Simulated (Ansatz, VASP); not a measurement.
# Cross-check of CoSi between VASP and Ansatz

Aim: how closely do two programs agree when they are given the same cell, functional and k mesh? The cell is taken from a series of runs on this material, whose earlier steps may have relaxed, scaled, displaced or heated it; both programs get it as it stands.

Main program and level: Ansatz 0.2.0; plane waves, with VASP 6.6.1 beside it; relaxation of cell and atoms at PBE.

### Step 1. The starting structure

The structure is cubic, space group P2_13 (No. 198). Conventional cell: a = 4.431 Å, b = 4.431 Å, c = 4.431 Å, α = 90.00°, β = 90.00°, γ = 90.00°. Co has 7 Si at 2.32 to 2.43 Å nearest. Nearest to Si lie 7 Co at 2.32 to 2.43 Å. Farther neighbours are not listed.

As a file:

```
Co Si
1.0
     4.43125    0.00000    0.00000
     0.00000    4.43125    0.00000
     0.00000    0.00000    4.43125
Co Si
4 4
Cartesian
  0.6426 0.6426 0.6426
  1.5731 3.7887 2.8582
  2.8582 1.5731 3.7887
  3.7887 2.8582 1.5731
  3.7363 3.7363 3.7363
  2.9106 0.6950 1.5207
  1.5207 2.9106 0.6950
  0.6950 1.5207 2.9106
```

### Step 2. VASP: relaxation of cell and atoms, PBE

The relaxed volume is the usual yardstick between codes: in a stiff, nearly cubic crystal its relative difference is about their pressure difference at one cell divided by the bulk modulus.

Lines of VASP's logs that name or quote its potential files are left out, and so is its time.

Contents of INCAR:

```
SYSTEM = CoSi
PREC = Accurate
ENCUT = 600
EDIFF = 1E-07
NELM = 120
ISMEAR = 1
SIGMA = 0.2
LREAL = .FALSE.
ALGO = Normal
GGA = PE
NBANDS = 34
LASPH = .TRUE.
LORBIT = 11
LWAVE = .FALSE.
LCHARG = .FALSE.
ISIF = 3
IBRION = 2
NSW = 80
EDIFFG = -0.005
GGA_COMPAT = .FALSE.
NELMIN = 4
KPAR = 2
```

Contents of POSCAR:

```
CoSi
1.0
    4.4312510000      0.0000000000      0.0000000000
    0.0000000000      4.4312510000      0.0000000000
    0.0000000000      0.0000000000      4.4312510000
Co Si
4 4
Direct
    0.1450064553      0.1450064553      0.1450064553
    0.3549934319      0.8549935447      0.6450065681
    0.6450065681      0.3549934319      0.8549935447
    0.8549935447      0.6450065681      0.3549934319
    0.8431655079      0.8431655079      0.8431655079
    0.6568346049      0.1568344921      0.3431656207
    0.3431656207      0.6568346049      0.1568344921
    0.1568344921      0.3431656207      0.6568346049
```

Contents of KPOINTS:

```
Automatic mesh
0
Gamma
6 6 6
0 0 0
```

PAW data sets: Co and Si (PBE family, release 64).

The run is started by

```sh
$ mpirun -np 2 vasp_std
```

Numbers of over 12 decimals in the logs are rounded to 6 here.

Output:

```text
[banner, memory and clock lines left out]
running    2 mpi-ranks, on    1 nodes
 distrk:  each k-point on    1 cores,    2 groups
 distr:  one band on    1 cores,    1 groups

 POSCAR found type information on POSCAR CoSi
 POSCAR found :  2 types and       8 ions
 LDA part: xc-table for (Slater+PW92), standard interpolation
 POSCAR, INCAR and KPOINTS ok, starting setup
 FFT: planning ... GRIDC
 FFT: planning ... GRID_SOFT
 FFT: planning ... GRID
 WAVECAR not read
 entering main loop
       N       E                     dE             d eps       ncg     rms          rms(c)
DAV:   1     0.370856556228E+03    0.37086E+03   -0.24349E+04  1632   0.195E+03
DAV:   2    -0.289912889651E+02   -0.39985E+03   -0.38604E+03  1632   0.399E+02
DAV:   3    -0.591759906322E+02   -0.30185E+02   -0.28920E+02  1780   0.131E+02
DAV:   4    -0.606247776510E+02   -0.14488E+01   -0.14317E+01  2172   0.254E+01
DAV:   5    -0.606727142253E+02   -0.47937E-01   -0.47860E-01  2204   0.442E+00    0.275E+01
DAV:   6    -0.669354299595E+02   -0.62627E+01   -0.13716E+02  2274   0.142E+02    0.278E+01
DAV:   7    -0.546126018138E+02    0.12323E+02   -0.54518E+01  1992   0.103E+02    0.749E+00
DAV:   8    -0.548518098677E+02   -0.23921E+00   -0.47058E+00  1824   0.118E+01    0.305E+00
DAV:   9    -0.547471435947E+02    0.10467E+00   -0.30650E-01  2404   0.664E+00    0.108E+00
DAV:  10    -0.547422272956E+02    0.49163E-02   -0.20333E-02  2264   0.955E-01    0.316E-01
DAV:  11    -0.547411931720E+02    0.10341E-02   -0.27538E-03  2706   0.552E-01    0.111E-01
DAV:  12    -0.547411319366E+02    0.61235E-04   -0.24877E-04  2118   0.159E-01    0.392E-02
DAV:  13    -0.547411284354E+02    0.35011E-05   -0.94520E-05  2568   0.643E-02    0.381E-02
DAV:  14    -0.547411237074E+02    0.47280E-05   -0.19227E-05  2296   0.371E-02    0.493E-03
DAV:  15    -0.547411239754E+02   -0.26799E-06   -0.19872E-06  2568   0.116E-02    0.910E-04
DAV:  16    -0.547411240020E+02   -0.26581E-07   -0.71314E-08   938   0.272E-03
   1 F= -.54741124E+02 E0= -.54747586E+02  d E =-.547411E+02
[...]
2 F= -.54741107E+02 E0= -.54747537E+02  d E =0.171611E-04
[...]
3 F= -.54741222E+02 E0= -.54747669E+02  d E =-.979167E-04
[...]
4 F= -.54741222E+02 E0= -.54747668E+02  d E =-.979697E-04
 curvature:  -0.21 expect dE=-0.248E-05 dE for cont linesearch -0.493E-06
 ZBRENT: accuracy reached
 trial: gam= 0.00000 g(F)=  0.855E-05 g(S)=  0.326E-05 ort =-0.303E-04 (trialstep = 0.900E+00)
 search vector abs. value=  0.118E-04
 bond charge predicted
       N       E                     dE             d eps       ncg     rms          rms(c)
DAV:   1    -0.547412541988E+02   -0.32219E-04   -0.15686E-03  1872   0.303E-01    0.475E-02
DAV:   2    -0.547412753732E+02   -0.21174E-04   -0.51592E-04  2188   0.296E-01    0.501E-02
DAV:   3    -0.547412283509E+02    0.47022E-04   -0.21316E-04  2108   0.196E-01    0.102E-02
DAV:   4    -0.547412265704E+02    0.17805E-05   -0.73789E-06  1776   0.196E-02    0.266E-03
DAV:   5    -0.547412265305E+02    0.39977E-07   -0.30556E-07  1558   0.532E-03
   5 F= -.54741227E+02 E0= -.54747676E+02  d E =-.455877E-05
 trial-energy change:   -0.000005  1 .order   -0.000006   -0.000011   -0.000002
 step:   1.1103(harm=  1.1103)  dis= 0.00019  next Energy=   -54.741229 (dE=-0.655E-05)
 reached required accuracy - stopping structural energy minimisation
```

Parts of OUTCAR (step 2):

```text
ion  position               nearest neighbor table
   1  0.145  0.145  0.145-   5 2.32   6 2.34   7 2.34   8 2.34   7 2.43   8 2.43   6 2.43   3 2.73
                             2 2.73   4 2.73   4 2.73   3 2.73   2 2.73
   2  0.355  0.855  0.645-   6 2.32   7 2.34   8 2.34   5 2.34   7 2.43   8 2.43   5 2.43   1 2.73
                             3 2.73   4 2.73   1 2.73   4 2.73   3 2.73
   3  0.645  0.355  0.855-   7 2.32   8 2.34   6 2.34   5 2.34   8 2.43   6 2.43   5 2.43   1 2.73
                             2 2.73   4 2.73   1 2.73   4 2.73   2 2.73
   4  0.855  0.645  0.355-   8 2.32   6 2.34   7 2.34   5 2.34   6 2.43   7 2.43   5 2.43   1 2.73
                             2 2.73   3 2.73   1 2.73   2 2.73   3 2.73
   5  0.843  0.843  0.843-   1 2.32   2 2.34   4 2.34   3 2.34   3 2.43   4 2.43   2 2.43   6 2.74
                             7 2.74   8 2.74   6 2.74   7 2.74   8 2.74
   6  0.657  0.157  0.343-   2 2.32   1 2.34   4 2.34   3 2.34   4 2.43   3 2.43   1 2.43   5 2.74
                             7 2.74   8 2.74   5 2.74   7 2.74   8 2.74
   7  0.343  0.657  0.157-   3 2.32   1 2.34   2 2.34   4 2.34   2 2.43   4 2.43   1 2.43   5 2.74
                             6 2.74   8 2.74   5 2.74   6 2.74   8 2.74
   8  0.157  0.343  0.657-   4 2.32   1 2.34   3 2.34   2 2.34   3 2.43   2 2.43   1 2.43   5 2.74
                             6 2.74   7 2.74   5 2.74   6 2.74   7 2.74

  LATTYP: Found a simple cubic cell.
 ALAT       =     4.4312510000

 Subroutine GETGRP returns: Found 12 space group operations
 (whereof  3 operations were pure point group operations)

The static configuration has the point symmetry C_3 .
 The point group associated with its full space group is T   .

 Found     24 irreducible k-points:

   k-points           NKPTS =     24   k-points in BZ     NKDIM =     24   number of bands    NBANDS=     34

   dimension x,y,z NGX =    36 NGY =   36 NGZ =   36
   dimension x,y,z NGXF=    72 NGYF=   72 NGZF=   72

   ENCUT  =  600.0 eV  44.10 Ry    6.64 a.u.   8.85  8.85  8.85*2*pi/ulx,y,z

   NELECT =      52.0000    total number of electrons

 k-points in reciprocal lattice and weights: Automatic mesh
   0.00000000  0.00000000  0.00000000       0.005
   0.16666667  0.00000000  0.00000000       0.028
   0.33333333  0.00000000  0.00000000       0.028
   0.50000000  0.00000000  0.00000000       0.014
   0.16666667  0.16666667  0.00000000       0.056
   0.33333333  0.16666667  0.00000000       0.056
  -0.16666667  0.33333333  0.00000000       0.056
   0.50000000  0.16666667  0.00000000       0.028
  -0.16666667  0.50000000  0.00000000       0.028
[...]
0.50000000  0.50000000  0.33333333       0.028
   0.50000000  0.50000000  0.50000000       0.005

 average (electrostatic) potential at core
       1 -76.3205       2 -76.3205       3 -76.3205       4 -76.3205       5 -77.6341
       6 -77.6341       7 -77.6341       8 -77.6341

 E-fermi :  12.1158

 k-point     1 :       0.0000    0.0000    0.0000
  band No.  band energies     occupation
    ...
     23      11.3422      2.00000
     24      11.3422      2.00000
     25      12.1125      1.02813
     26      12.1125      1.02813
     27      12.1125      1.02813
     28      14.6155     -0.00000
     29      14.6155     -0.00000
     30      14.6155     -0.00000
     31      15.0329     -0.00000
     32      15.0329     -0.00000
    ...

 k-point     2 :       0.1667    0.0000    0.0000
  band No.  band energies     occupation
    ...
     22      11.2931      2.00000
     23      11.3508      2.00000
     24      11.4240      2.00001
     25      11.8839      2.06948
     26      12.0316      1.64786
     27      12.5574     -0.00773
     28      13.9828     -0.00000
     29      14.1110     -0.00000
     30      14.3657     -0.00000
     31      14.5618     -0.00000
    ...

 k-point     3 :       0.3333    0.0000    0.0000
  band No.  band energies     occupation
    ...
     22      11.1817      2.00000
     23      11.3924      2.00000
     24      11.4615      2.00004
     25      11.7407      2.02341
     26      11.8191      2.05675
     27      12.9877     -0.00000
     28      13.5238     -0.00000
     29      13.6640     -0.00000
     30      13.8154     -0.00000
     31      15.0287     -0.00000
    ...

  Total       -0.0110931     -0.0110931     -0.0110931      0.0000000      0.0000000      0.0000000
  in kB       -0.2044886     -0.2044886     -0.2044886      0.0000000      0.0000000      0.0000000
  external PRESSURE =      -0.2044886 kB  Pullay stress =       0.0000000 kB

  energy-cutoff  :      600.00
  volume of cell :       86.92
      direct lattice vectors                 reciprocal lattice vectors
     4.429605189  0.000000000  0.000000000     0.225753754 -0.000000000  0.000000000
     0.000000000  4.429605189  0.000000000     0.000000000  0.225753754 -0.000000000
     0.000000000  0.000000000  4.429605189     0.000000000  0.000000000  0.225753754

 POSITION                                       TOTAL-FORCE (eV/Angst)
 -----------------------------------------------------------------------------------
      0.64253      0.64253      0.64253         0.002176      0.002176      0.002176
      1.57227      3.78707      2.85734        -0.002176     -0.002176      0.002176
      2.85734      1.57227      3.78707         0.002176     -0.002176     -0.002176
      3.78707      2.85734      1.57227        -0.002176      0.002176     -0.002176
      3.73496      3.73496      3.73496         0.000487      0.000487      0.000487
      2.90945      0.69465      1.52016        -0.000487     -0.000487      0.000487
      1.52016      2.90945      0.69465         0.000487     -0.000487     -0.000487
      0.69465      1.52016      2.90945        -0.000487      0.000487     -0.000487
 -----------------------------------------------------------------------------------
    total drift:                                0.000042      0.000028      0.000065

  FREE ENERGIE OF THE ION-ELECTRON SYSTEM (eV)
  ---------------------------------------------------
  free  energy   TOTEN  =       -54.7412265305 eV

  energy  without entropy=      -54.7605749045  energy(sigma->0) =      -54.74767599

 reached required accuracy - stopping structural energy minimisation

 total charge
# of ion       s       p       d       tot
------------------------------------------
    1        0.437   0.618   7.566   8.621
    2        0.437   0.618   7.566   8.621
    3        0.437   0.618   7.566   8.621
    4        0.437   0.618   7.566   8.621
    5        0.725   0.884   0.000   1.609
    6        0.725   0.884   0.000   1.609
    7        0.725   0.884   0.000   1.609
    8        0.725   0.884   0.000   1.609
--------------------------------------------------
tot          4.646   6.008  30.264  40.918

[... 3 further parts left out ...]
```

CONTCAR:

```
CoSi
   1.00000000000000
     4.4296051892696360    0.0000000000000000    0.0000000000000000
     0.0000000000000000    4.4296051892696360    0.0000000000000000
     0.0000000000000000    0.0000000000000000    4.4296051892696360
  Co              Si
     4     4
Direct
     0.1450546344908431    0.1450546344908431    0.1450546344908431
     0.3549452527091547    0.8549453655091569    0.6450547472908453
     0.6450547472908453    0.3549452527091547    0.8549453655091569
     0.8549453655091569    0.6450547472908453    0.3549452527091547
     0.8431810205098073    0.8431810205098073    0.8431810205098073
     0.6568190922901879    0.1568189794901928    0.3431811333098094
     0.3431811333098094    0.6568190922901879    0.1568189794901928
     0.1568189794901928    0.3431811333098094    0.6568190922901879
```

This run has no spin polarisation, so a moment on Co, if there is one, isn't seen. The run keeps the 12 symmetry operations of its start, so it cannot find a distortion of lower symmetry.

[end of part 1 of 2]

[Lines on the potential files, build, host, timing and source positions are cut from VASP's logs without a mark.]

[Logs are printed without paths, hosts, clocks, repeated set-up lines and the standing remarks that a program may print on its own settings, such as how far it seeks lower states.]

[Hosts, paths, dates, database ids (printed as entryN), source tags and the programs' standing remarks are cut or masked in the printed files.]
